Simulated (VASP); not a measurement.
Data:

CaF$_{2}$ is modelled in the cubic space group Fm-3m (No. 225), the fluorite structure, Pearson symbol cF12. Conventional cell: a = b = c = 5.5168 Å, α = β = γ = 90.00°. Ca on 4a has 8 F at 2.389 Å (cubic). F on 8c is surrounded by 4 Ca at 2.389 Å (tetrahedral). (Neighbours: up to the widest gap in distance over summed covalent radii, below 1.35, at either atom; cation-cation and far metal-metal contacts left out.)
(The calculation used a cell of 3 atoms; values per cell refer to that cell.)

Level of theory: PBE GGA, VASP's PBE PAW potentials (set 64) (plane waves; VASP 6.6.1). Settings: 600 eV cut-off, 8×8×8 Γ-centred mesh, Gaussian smearing of 0.050 eV, potentials Ca_sv F.

Each relaxation starts from this cell; other phases were not tried.

Problem. The cell is relaxed at 1 GPa. What happens?

Solution. The volume per atom goes from 13.99 to 13.79 Å³ (-1.4 %), and the cell becomes a = b = c = 5.490 Å, α = β = γ = 90.00°, space group Fm-3m. The gap on the mesh goes from 7.10 to 7.19 eV.

Problem. The cell is relaxed at 2 GPa. What happens?

Solution. The volume per atom goes from 13.99 to 13.64 Å³ (-2.6 %), and the cell becomes a = b = c = 5.470 Å, α = β = γ = 90.00°, space group Fm-3m. The gap on the mesh goes from 7.10 to 7.25 eV.

Failed runs are left out, and for metals the shear rows, which the mesh's noise covers.

The compound is CaF2 in the fluorite structure.
